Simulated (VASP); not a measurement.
# KGaH6 (Immm) in VASP: single point with PBE

Aim: the single point of KGaH6 with PBE.

Program: VASP 6.6.1. These are calculated values, not measurements. Logs are shortened: lines on timing, memory, paths and dates and some standing lists are left out, and cuts for length are marked.

### 1 The cell of the first run

Symmetry: Immm, No. 71, orthorhombic system. The conventional cell has a = 4.786 Å, b = 5.745 Å, c = 9.306 Å, α = 90.00°, β = 90.00°, γ = 90.00°. K (site symmetry mmm) has 8 H at 2.68 Å as nearest neighbours. Ga (site symmetry mmm) has 2 H at 1.52 Å as nearest neighbours. H (site symmetry m) is surrounded by 1 H at 0.79 Å. H (site symmetry mm2) has 1 Ga at 1.52 Å as nearest neighbours.

The cell was built by a generator and needn't be a form met in nature.

### 2 Single point, PBE (random cell by space group and Wyckoff sites (Immm, No. 71))

File INCAR:

```
SYSTEM = KGaH6
PREC = Accurate
ENCUT = 520
EDIFF = 1E-6
ISMEAR = 0
SIGMA = 0.1
LREAL = .FALSE.
LASPH = .TRUE.
NELM = 100
ALGO = Fast
ISIF = 2
LWAVE = .FALSE.
LCHARG = .FALSE.
GGA = PE
NBANDS = 24
```

File KPOINTS:

```
regular mesh
0
G
  10 10 10
  0 0 0
```

File POSCAR:

```
KGaH6
1.0
   -2.3927777774      2.8726814616      4.6532384947
    2.3927777774     -2.8726814616      4.6532384947
    2.3927777774      2.8726814616     -4.6532384947
K Ga H
1 1 6
Direct
    0.0000000000      0.5000000000      0.5000000000
    0.5000000000      0.0000000000      0.5000000000
    0.9458706656      0.8769885316      0.0688821340
    0.1918936024      0.1230114684      0.0688821340
    0.8081063976      0.8769885316      0.9311178660
    0.0541293344      0.1230114684      0.9311178660
    0.3365060294      0.8365060294      0.5000000000
    0.6634939706      0.1634939706      0.5000000000
```

Potentials or basis: VASP PAW PBE potentials, release 64 (K_sv, Ga_d, H).

Launch:

```
cat potpaw_PBE.64/K_sv/POTCAR potpaw_PBE.64/Ga_d/POTCAR potpaw_PBE.64/H/POTCAR > POTCAR
mpirun -np 1 vasp_std > vasp.out
```

OUTCAR:

```text
SYSTEM = KGaH6
   PREC = Accurate
   ENCUT = 520
   EDIFF = 1E-6
   ISMEAR = 0
   LREAL = .FALSE.
   LASPH = .TRUE.
   NELM = 100
   ISIF = 2
   GGA = PE

 ion  position               nearest neighbor table
   1  0.000  0.500  0.500-
   2  0.500  0.000  0.500-   7 1.52   8 1.52
   3  0.946  0.877  0.069-   5 0.79
   4  0.192  0.123  0.069-   6 0.79
   5  0.808  0.877  0.931-   3 0.79
   6  0.054  0.123  0.931-   4 0.79
   7  0.337  0.837  0.500-   2 1.52
   8  0.663  0.163  0.500-   2 1.52

  LATTYP: Found a body centered orthorhombic cell.
 ALAT       =     4.7855555548
 B/A-ratio  =     1.2005634158
 C/A-ratio  =     1.9447014840

  Lattice vectors:

 A1 = (  -2.3927777774,   2.8726814616,   4.6532384947)
 A2 = (   2.3927777774,  -2.8726814616,   4.6532384947)
 A3 = (   2.3927777774,   2.8726814616,  -4.6532384947)

Analysis of symmetry for initial positions (statically):
=====================================================================
 Subroutine PRICEL returns:
 Original cell was already a primitive cell.

 Routine SETGRP: Setting up the symmetry group for a
 body centered orthorhombic supercell.

 Subroutine GETGRP returns: Found  8 space group operations
 (whereof  8 operations were pure point group operations)
 out of a pool of  8 trial point group operations.

The static configuration has the point symmetry D_2h.

Analysis of symmetry for dynamics (positions and initial velocities):
=====================================================================
 Subroutine PRICEL returns:
 Original cell was already a primitive cell.

 Routine SETGRP: Setting up the symmetry group for a
 body centered orthorhombic supercell.

 Subroutine GETGRP returns: Found  8 space group operations
 (whereof  8 operations were pure point group operations)
 out of a pool of  8 trial point group operations.

The dynamic configuration has the point symmetry D_2h.

 Subroutine INISYM returns: Found  8 space group operations
 (whereof  8 operations are pure point group operations),
 and found     1 'primitive' translations

----------------------------------------------------------------------------------------

                                     Primitive cell

  volume of cell :     127.9396

  direct lattice vectors                    reciprocal lattice vectors
    -2.392777777  2.872681462  4.653238495     0.000000000  0.174053409  0.107452047
     2.392777777 -2.872681462  4.653238495     0.208962155  0.000000000  0.107452047
     2.392777777  2.872681462 -4.653238495     0.208962155  0.174053409  0.000000000

  length of vectors
     5.969113231  5.969113231  5.969113231     0.204549582  0.234970476  0.271955458

  position of ions in fractional coordinates (direct lattice)
     0.000000000  0.500000000  0.500000000
     0.500000000  0.000000000  0.500000000
     0.945870666  0.876988532  0.068882134
     0.191893602  0.123011468  0.068882134
     0.808106398  0.876988532  0.931117866
     0.054129334  0.123011468  0.931117866
     0.336506029  0.836506029  0.500000000
     0.663493971  0.163493971  0.500000000

  ion indices of the primitive-cell ions
   primitive index   ion index
                 1           1
                 2           2
                 3           3
                 4           4
                 5           5
                 6           6
                 7           7
                 8           8

----------------------------------------------------------------------------------------

 KPOINTS: regular mesh

Automatic generation of k-mesh.
 Grid dimensions read from file:
 generate k-points for:   10   10   10

 Generating k-lattice:

  Cartesian coordinates                     Fractional coordinates (reciprocal lattice)
     0.000000000  0.017405341  0.010745205     0.100000000  0.000000000  0.000000000
     0.020896215  0.000000000  0.010745205    -0.000000000  0.100000000  0.000000000
     0.020896215  0.017405341  0.000000000    -0.000000000  0.000000000  0.100000000

  Length of vectors
     0.020454958  0.023497048  0.027195546

  Shift w.r.t. Gamma in fractional coordinates (k-lattice)
     0.000000000  0.000000000  0.000000000

 Subroutine IBZKPT returns following result:
 ===========================================

 Found    171 irreducible k-points:

 Following reciprocal coordinates:
            Coordinates               Weight
  0.000000  0.000000  0.000000      1.000000
  0.100000  0.000000 -0.000000      4.000000
  0.200000  0.000000 -0.000000      4.000000
  0.300000  0.000000 -0.000000      4.000000
  0.400000  0.000000 -0.000000      4.000000
  0.500000  0.000000 -0.000000      2.000000
[... 16 lines left out ...]
 -0.400000  0.200000 -0.000000      8.000000
 -0.300000  0.200000  0.000000      8.000000
 [... further k-points ...]
   k-points           NKPTS =    171   k-points in BZ     NKDIM =    171   number of bands    NBANDS=     24
   number of dos      NEDOS =    301   number of ions     NIONS =      8
   total plane-waves  NPLWV = 110592
   dimension x,y,z NGX =    48 NGY =   48 NGZ =   48
   dimension x,y,z NGXF=    96 NGYF=   96 NGZF=   96
   ions per type =               1   1   6
   NGX,Y,Z   is equivalent  to a cutoff of  13.37, 13.37, 13.37 a.u.
   NGXF,Y,Z  is equivalent  to a cutoff of  26.74, 26.74, 26.74 a.u.
 SYSTEM =  KGaH6
   PREC   = accura    normal or accurate (medium, high low for compatibility)
   ISTART =      0    job   : 0-new  1-cont  2-samecut
   ICHARG =      2    charge: 1-file 2-atom 10-const
   ISPIN  =      1    spin polarized calculation?
   LNONCOLLINEAR =      F non collinear calculations
   LSORBIT =      F    spin-orbit coupling
   LASPH  =      T    aspherical Exc in radial PAW
   ENCUT  =  520.0 eV  38.22 Ry    6.18 a.u.  11.10 11.10 11.10*2*pi/ulx,y,z
   NELM   =    100;   NELMIN=  2; NELMDL= -5     # of ELM steps
   EDIFF  = 0.1E-05   stopping-criterion for ELM
   LREAL  =      F    real-space projection
   EDIFFG = 0.1E-04   stopping-criterion for IOM
   NSW    =      0    number of steps for IOM
   IBRION =     -1    ionic relax: 0-MD 1-quasi-New 2-CG
   NFREE  =      0    steps in history (QN), initial steepest desc. (CG)
   ISIF   =      2    stress and relaxation
   ISYM   =      2    0-nonsym 1-usesym 2-fastsym
   POTIM  = 0.5000    time-step for ionic-motion
   TEBEG  =    0.0;   TEEND  =   0.0 temperature during run
   PSTRESS=    0.0 pullay stress
   NELECT =      28.0000    total number of electrons
   NUPDOWN=      -1.0000    fix difference up-down
   EMIN   =  10.00;   EMAX   =-10.00  energy-range for DOS
   EFERMI =   0.00;   METHOD = LEGACY
   ISMEAR =     0;   SIGMA  =   0.10  broadening in eV -4-tet -1-fermi 0-gaus
   EFERMI_NEDOS =   21; number of points for ismear=-14 and -15
   IALGO  =     68    algorithm
   IMIX   =      4    mixing-type and parameters
     AMIX     =   0.40;   BMIX     =  1.00
     AMIX_MAG =   1.60;   BMIX_MAG =  1.00
  volume/ion in A,a.u.               =      15.99       107.92
  Fermi-wavevector in a.u.,A,eV,Ry     =   0.986565  1.864338 13.242699  0.973311
  Thomas-Fermi vector in A             =   2.117955
   LORBIT       =      0    0 simple, 1 ext, 2 COOP (PROOUT), +10 PAW based schemes
   GGA     = PE    functional components
   LHFCALC =     F    Hartree Fock is set to
   AEXX    =    0.0000 exact exchange contribution
   IVDW    =     0    specifies the selected vdW correction
   LEPSILON=     F    determine dielectric tensor
   LRPA    =     F    only Hartree local field effects (RPA)
 non-spin polarized calculation
 RMM-DIIS sequential band-by-band and
 Gauss-broadening in eV      SIGMA  =   0.10
  energy-cutoff  :      520.00
  volume of cell :      127.94
 maximum number of plane-waves:      3472
 NGX is ok and might be reduce to    48
   NGX = 23   NGY = 23   NGZ = 23

 number of electron      28.0000007 magnetization

 Free energy of the ion-electron system (eV)
  ---------------------------------------------------
  ext. energy  EPLUGINS =         0.00000000
  ---------------------------------------------------
  free energy    TOTEN  =       -22.23548192 eV

  energy without entropy =      -22.22872867  energy(sigma->0) =      -22.23210529

 E-fermi :   0.3752     XC(G=0):  -6.9206

 val. band max:        0.3680785810   @ k =   0.4000  -0.4000   0.1000
 cond. band min:       0.3760898078   @ k =  -0.4000   0.3000   0.0000
 fundamental gap:      0.0080112268
 Fermi energy:         0.3752313273

 k-point     1 :       0.0000    0.0000    0.0000
  band No.  band energies     occupation
      1     -31.1435      2.00000
      2     -15.5648      2.00000
      3     -15.3475      2.00000
      4     -15.3462      2.00000
      5     -15.2681      2.00000
      6     -15.2648      2.00000
[... 16 lines left out ...]
     23       7.8044      0.00000
     24       8.0027      0.00000

 k-point     2 :       0.1000    0.0000   -0.0000
  band No.  band energies     occupation
      1     -31.1435      2.00000
      2     -15.5648      2.00000
      3     -15.3478      2.00000
      4     -15.3460      2.00000
      5     -15.2682      2.00000
      6     -15.2648      2.00000
[... 16 lines left out ...]
     23       7.6956      0.00000
     24       7.7438      0.00000

 k-point     3 :       0.2000    0.0000   -0.0000
  band No.  band energies     occupation
      1     -31.1435      2.00000
      2     -15.5649      2.00000
      3     -15.3486      2.00000
      4     -15.3456      2.00000
      5     -15.2685      2.00000
      6     -15.2648      2.00000
[... 16 lines left out ...]
     23       7.0254      0.00000
     24       7.4614      0.00000

 k-point     4 :       0.3000    0.0000   -0.0000
  band No.  band energies     occupation
      1     -31.1434      2.00000
      2     -15.5650      2.00000
      3     -15.3496      2.00000
      4     -15.3452      2.00000
      5     -15.2689      2.00000
      6     -15.2647      2.00000
[... 16 lines left out ...]
     23       6.5895      0.00000
     24       7.2634      0.00000

 k-point     5 :       0.4000    0.0000   -0.0000
  band No.  band energies     occupation
      1     -31.1434      2.00000
      2     -15.5651      2.00000
      3     -15.3504      2.00000
      4     -15.3448      2.00000
      5     -15.2692      2.00000
      6     -15.2647      2.00000
[... 16 lines left out ...]
     23       6.6166      0.00000
     24       7.1573      0.00000

 k-point     6 :       0.5000    0.0000   -0.0000
  band No.  band energies     occupation
      1     -31.1434      2.00000
      2     -15.5651      2.00000
      3     -15.3507      2.00000
      4     -15.3447      2.00000
      5     -15.2693      2.00000
      6     -15.2647      2.00000
[... 16 lines left out ...]
     23       6.8648      0.00000
     24       7.1079      0.00000
[... 379 lines left out ...]
 k-point    21 :       0.4000    0.2000    0.0000
  band No.  band energies     occupation
      1     -31.1427      2.00000
      2     -15.5647      2.00000
      3     -15.3499      2.00000
      4     -15.3442      2.00000
      5     -15.2690      2.00000
      6     -15.2650      2.00000
[... 16 lines left out ...]
     23       6.5511      0.00000
     24       6.6243      0.00000

 k-point    22 :       0.5000    0.2000    0.0000
  band No.  band energies     occupation
      1     -31.1427      2.00000
      2     -15.5647      2.00000
      3     -15.3499      2.00000
      4     -15.3440      2.00000
      5     -15.2691      2.00000
      6     -15.2650      2.00000
[... 16 lines left out ...]
     23       6.5396      0.00000
     24       6.7578      0.00000

 k-point    23 :      -0.4000    0.2000   -0.0000
  band No.  band energies     occupation
      1     -31.1427      2.00000
      2     -15.5647      2.00000
      3     -15.3499      2.00000
      4     -15.3442      2.00000
      5     -15.2690      2.00000
      6     -15.2650      2.00000
[... 16 lines left out ...]
     23       6.5606      0.00000
     24       6.8148      0.00000

 k-point    24 :      -0.3000    0.2000    0.0000
  band No.  band energies     occupation
      1     -31.1427      2.00000
      2     -15.5646      2.00000
      3     -15.3498      2.00000
      4     -15.3447      2.00000
      5     -15.2687      2.00000
      6     -15.2650      2.00000
[... 16 lines left out ...]
     23       6.8450      0.00000
     24       7.1840      0.00000

 [... further k-points ...]

------------------------ aborting loop because EDIFF is reached ----------------------------------------

  FORCE on cell =-STRESS in cart. coord.  units (eV):
  Direction    XX          YY          ZZ          XY          YZ          ZX
  --------------------------------------------------------------------------------------
  -------------------------------------------------------------------------------------
  Total       -0.0439379     -0.0852603     -0.1334950     -0.0000000      0.0000000      0.0000000
  in kB       -0.5502311     -1.0677072     -1.6717461     -0.0000000      0.0000000      0.0000000
  external PRESSURE =      -1.0965615 kB  Pullay stress =       0.0000000 kB

 VOLUME and BASIS-vectors are now :
 -----------------------------------------------------------------------------
  energy-cutoff  :      520.00
  volume of cell :      127.94
      direct lattice vectors                 reciprocal lattice vectors
    -2.392777777  2.872681462  4.653238495     0.000000000  0.174053409  0.107452047
     2.392777777 -2.872681462  4.653238495     0.208962155  0.000000000  0.107452047
     2.392777777  2.872681462 -4.653238495     0.208962155  0.174053409  0.000000000

 POSITION                                       TOTAL-FORCE (eV/Angst)
 -----------------------------------------------------------------------------------
      2.39278      0.00000      0.00000         0.000000     -0.000000      0.000000
      0.00000      2.87268      0.00000         0.000000     -0.000000      0.000000
      0.00000      0.39575      8.16167         0.000000     -0.002761     -0.001894
      0.00000      0.39575      1.14480         0.000000     -0.002761      0.001894
      2.39278      2.47693      3.50844         0.000000      0.002761     -0.001894
      2.39278      2.47693     -3.50844        -0.000000      0.002761      0.001894
      2.39278      0.00000      3.13169        -0.000000      0.000000      0.017966
      0.00000      2.87268      1.52155         0.000000     -0.000000     -0.017966
 -----------------------------------------------------------------------------------
    total drift:                               -0.000000     -0.000000      0.000000

  FREE ENERGIE OF THE ION-ELECTRON SYSTEM (eV)
  ---------------------------------------------------
  free  energy   TOTEN  =       -22.2354819153 eV

  energy  without entropy=      -22.2287286664  energy(sigma->0) =      -22.23210529
```

Run time: 17 min. Hardware: 1 thread of AMD EPYC 9R45 (Zen 5), shared host; peak memory 0.66 GiB.

Results:

```yaml
Free_energy: -22.2355 eV
Pressure: -0.1 GPa
Largest_force: 0.018 eV/Å
Band_gap_on_the_k_mesh: none (metal or under the smearing width)
```

Forces in eV/Å, atoms in the order of the input:
```
K    0.000  0.000  0.000
Ga   0.000  0.000  0.000
H    0.000 -0.003 -0.002
H    0.000 -0.003  0.002
H    0.000  0.003 -0.002
H    0.000  0.003  0.002
H    0.000  0.000  0.018
H    0.000  0.000 -0.018
```

Levels at points of the mesh, in eV from the Fermi level:
```csv
k point,band 11,band 12,band 13,band 14,band 15,band 16,band 17,band 18
"(0.00, 0.00, 0.00)",-7.07,-6.96,-5.08,-0.46,0.68,1.65,2.00,2.56
"(0.50, 0.00, 0.00)",-8.01,-7.04,-5.39,1.12,1.25,1.29,3.28,3.40
"(0.00, 0.50, 0.00)",-7.39,-6.94,-5.01,-0.87,-0.84,1.27,3.43,3.92
"(0.50, 0.50, 0.00)",-7.88,-7.21,-5.33,-0.39,0.90,1.75,2.50,3.40
"(0.50, 0.50, 0.50)",-7.52,-7.26,-4.88,-0.97,0.92,1.24,4.27,4.46
```
